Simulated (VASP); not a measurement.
Consider the following.

```
CELL_PARAMETERS angstrom
      0.00000     3.16754     3.16754
      3.16754     0.00000     3.16754
      3.16754     3.16754     0.00000
ATOMIC_POSITIONS crystal
  Hg 0.00000 0.00000 0.00000
  Se 0.75000 0.75000 0.75000
```

Computed with PBE GGA, VASP's PBE PAW potentials (set 64) (plane waves; VASP). Numerical set-up: 300 eV cut-off, 12×12×12 Γ-centred mesh, Gaussian smearing of 0.14 eV, potentials Hg Se.

Unless said otherwise, spin-orbit coupling is left out, though it shifts the bands of the heavy elements here.

### Question
Estimate the energy per atom (σ→0), pressure, band gap (on the k-mesh) with the smallest direct gap where there is one.

### Answer

```yaml
band gap (on the k-mesh): none (metal, semimetal or under 0.01 eV)
energy per atom (σ→0): -2.040 eV/atom
pressure: -1.51 GPa
```

The structure comes from a computed database's HgSe entry; how it stands against other phases isn't given here. The cell was not relaxed at this level.
